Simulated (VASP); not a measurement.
```
CELL_PARAMETERS angstrom
      1.86086    -3.22310     0.00000
      1.86086     3.22310     0.00000
      0.00000     0.00000     4.81187
ATOMIC_POSITIONS crystal
  Pt 0.00000 0.00000 0.00000
  Se 0.33333 0.66667 0.26127
  Se 0.66667 0.33333 0.73873
```

The numbers are results of PBEsol GGA, VASP's PBE PAW potentials (set 64) (plane waves; VASP), not measurements. Run with 520 eV cut-off, 9×9×6 Γ-centred mesh, first-order Methfessel-Paxton smearing of 0.10 eV, potentials Pt Se.

Without a dispersion term in the relaxation, distances and binding between the weakly bound layers, chains or molecules are unreliable, and so is what depends on them.

Problem. The ions and cell shape at fixed volume are relaxed. Which structure does the run end with?

Solution. 
```
CELL_PARAMETERS angstrom
      1.87491    -3.24744     0.00000
      1.87491     3.24744     0.00000
      0.00000     0.00000     4.74001
ATOMIC_POSITIONS crystal
  Pt 0.00000 0.00000 0.00000
  Se 0.33333 0.66667 0.26726
  Se 0.66667 0.33333 0.73274
```
Space group P-3m1 (164), at a tolerance of 0.03 Å.

Problem. How much energy does the relaxation gain?

Solution. The energy (σ→0) changes by -4.7 meV/atom, in 6 ionic steps.

The compound is PtSe2 in the 1T layered structure. This cell is one point of a volume scan, at 0.97 of the reference volume. Symmetry was kept, so distortions that lower it aren't found.
